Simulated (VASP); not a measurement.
Data:

```
CELL_PARAMETERS angstrom
      1.65910    -5.12458     0.00000
      1.65910     5.12458     0.00000
      0.00000     0.00000     4.19827
ATOMIC_POSITIONS crystal
  P  0.10557 0.89443 0.92685
  P  0.39443 0.60557 0.42685
  P  0.60557 0.39443 0.57315
  P  0.89443 0.10557 0.07315
```

These are PBEsol GGA, VASP's PBE PAW potentials (set 64) (plane waves; VASP) values and carry that method's errors. Run with 520 eV cut-off, Gaussian smearing of 0.050 eV, potentials P.

Without a dispersion term in the relaxation, distances and binding between the weakly bound layers, chains or molecules are unreliable, and so is what depends on them.

Problem. Give the energies of bands 4 to 13 at the high-symmetry points, in eV from the Fermi level.

Solution. 
| band | Γ | Y | C0 | Z | A0 | T | S | R |
|---|---|---|---|---|---|---|---|---|
| 4 | -7.34 | -5.83 | -9.13 | -8.88 | -10.29 | -9.94 | -10.13 | -10.37 |
| 5 | -5.18 | -5.82 | -5.36 | -5.19 | -6.72 | -3.20 | -5.12 | -5.94 |
| 6 | -4.34 | -5.33 | -4.80 | -5.19 | -6.72 | -3.20 | -5.12 | -5.94 |
| 7 | -4.11 | -4.37 | -3.71 | -3.12 | -4.79 | -2.50 | -3.30 | -5.81 |
| 8 | -2.95 | -2.20 | -3.29 | -3.12 | -4.79 | -2.50 | -3.30 | -5.81 |
| 9 | -2.66 | -1.86 | -2.92 | -0.98 | -2.18 | -1.35 | -2.73 | -2.14 |
| 10 | -1.43 | -0.44 | -2.22 | -0.98 | -2.18 | -1.35 | -2.73 | -2.14 |
| 11 | 0.88 | 0.43 | 0.47 | 1.40 | 1.96 | 1.25 | 0.72 | 1.50 |
| 12 | 1.12 | 0.54 | 0.62 | 1.40 | 1.96 | 1.25 | 0.72 | 1.50 |
| 13 | 1.82 | 2.37 | 1.09 | 2.22 | 4.00 | 2.62 | 0.96 | 4.55 |

It has no gap at this level: it comes out as a metal or semimetal.

Measured: gap 0.35 eV (computed value off by -0.35 eV), as given by Das et al., (2018), arXiv:1807.05623.

The compound is P in the black structure. It was relaxed first, which changed the volume by -6 %.
